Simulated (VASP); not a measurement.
BaTiO3: energy against volume

BaTiO3 (cubic perovskite, Pm-3m, 13.127 Å³/atom and stress up to 0.24 GPa in the relaxed cell, cube axes along x, y and z) under an equal strain ε along all three axes. PBE in VASP (plane waves, PAW), 600 eV, 8×8×8 Γ-centred mesh, Gaussian smearing 0.05 eV; ions are relaxed, or left where forces stay under 0.02 eV/Å, within the symmetry of each cell.

Here V stands for volume and E for E less E0.

| volume (Å³/atom) | E less E0 (meV/atom) | pressure (GPa) |
|---|---|---|
| 11.9805 | ? | ? |
| 12.3548 | 25.93 | 10.97 |
| 12.5449 | 14.40 | 7.84 |
| 12.7369 | 6.35 | 4.95 |
| 12.9309 | 1.61 | 2.28 |
| 13.1268 | 0.00 | -0.24 |
| 13.3247 | 1.34 | -2.57 |
| 13.5245 | 5.53 | -4.73 |
| 13.7264 | 12.37 | -6.73 |
| 13.9302 | 21.78 | -8.59 |

Question: Using the third-order Birch-Murnaghan form, a cubic in V^(-2/3), estimate the missing E at V = 11.9805 from the other rows, showing the fit.

Answer: With u = V^(-2/3) - 0.180, the rows have u = 0.007115, 0.005220, 0.003354, 0.001516, -0.000295, -0.002079, -0.003835, -0.005567, -0.007272. Least squares gives E = 0.047 + 329.46·u + 460594·u² + 608244·u³. Residuals (row less fit): 0.003, -0.004, -0.006, 0.003, 0.010, -0.007, 0.007, -0.012, 0.006; standard error 0.010 (degrees of freedom: 5). Its minimum lies at u = -0.000358, so V0 = (0.179642)^(-3/2) = 13.13. There d²E/du² = 919900 and d³E/du³ = 3649000, so B0 = (4/9) × 13.13^(-7/3) × 919900 × 0.160218 = 161 GPa (the last factor turns the table's units into GPa), and B0' = 4 + (2/3) × 0.179642 × (3649000)/919900 = 4.5. B0' rests on the cubic coefficient alone and has a standard error of 0.1 from these residuals. At the withheld row, u = 0.010993, so E = 0.047 + 329.46 × 0.010993 + 460594 × 0.010993² + 608244 × 0.010993³ = 60.138 meV/atom. The calculation gives 60.20 meV/atom, 0.062 meV/atom above the prediction (0.1 % of the range of E in the table). The row lies outside the fitted rows, so this is an extrapolation. From the scatter of the fitted rows alone, a prediction at this place has a standard error of 0.046 meV/atom, so the miss is 1.3 times that.

The primitive cell can neither tilt nor turn polar against its symmetry, as such crystals can under strain. Other structures, which can take over under pressure, weren't tried. The same form fitted to the pressure column gives B0' = 4.6; series where the two differ by over 0.4 aren't shown. BaTiO3 is here the ideal cubic form; the compound distorts at low or room temperature. Rows are the converged runs of the series near zero and its far end, less any whose ions stayed unrelaxed beside relaxed ones; series whose fitted rows scatter by over a few per cent of the range, as at a crossing or softening among them, aren't shown in this form.
